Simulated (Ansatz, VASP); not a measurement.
**Si2I: VASP beside Ansatz**

```
CELL_PARAMETERS angstrom
-2.54652 2.54652 5.46656
2.54652 -2.54652 5.46656
2.54652 2.54652 -5.46656
ATOMIC_POSITIONS crystal
Si 0.74991 0.24991 0.99983
Si 0.24991 0.25009 0.50000
Si 0.25009 0.75009 0.00017
Si 0.75009 0.74991 0.50000
I 0.25000 0.25000 0.00000
I 0.75000 0.75000 0.00000
```

Alike in both runs: functional PBE; k mesh 8 × 8 × 8; occupations gaussian, width 0.1 eV; no spin polarisation.

Ansatz relaxed the structure, and its values are those at the end. VASP's run is a single point on that final structure, the one shown.

|  | VASP | Ansatz |
| --- | --- | --- |
| version | VASP 6.6.1 | Ansatz 0.2.0 |
| potentials or method | VASP PAW PBE potentials, release 64 (Si, I) | scalar-relativistic, plane waves, PAW |
| plane-wave cutoff (eV) | 520 | 420 |
| valence electrons in the cell | 30 | 50 |

|  | VASP | Ansatz | Ansatz less VASP |
| --- | --- | --- | --- |
| gap on the k mesh at the Fermi level (eV) | none | none | - |
| pressure (GPa) | 0.0 | 0.0 | +0.02 |

A gap of «none» marks a metal or a gap that the smearing closes. The two sets of potentials don't hold the same shells in valence.

Spin-orbit coupling is left out, which matters for the levels of I.
